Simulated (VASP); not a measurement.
Shape and ions are relaxed at each volume.

Energy against volume of Ti (hcp). Level of theory: PW91 GGA, VASP's PBE PAW potentials (set 64) (plane waves; VASP).

```
V (Å³/atom)  E (eV/atom)
-----------  -----------
16.248          -7.77373
16.766          -7.79212
17.285          -7.79798
17.803          -7.79291
18.322          -7.77832
```

Question: Fit a third-order Birch-Murnaghan equation of state.

Answer: 
* **volume per atom**: 17.29 Å³/atom
* **bulk modulus**: 112 GPa
* **pressure derivative of the bulk modulus**: 3.57

Measured: bulk modulus 108 GPa at 0 K (computed value off by +3.6 %), as given by Vázquez-Parga, Fernández-Martínez, Viñes, J. Chem. Theory Comput. (2023), doi:10.1021/acs.jctc.3c00612, Supporting … [zero-point energy and finite temperature contributions removed].

The compound is Ti in the hcp structure. It was relaxed first.
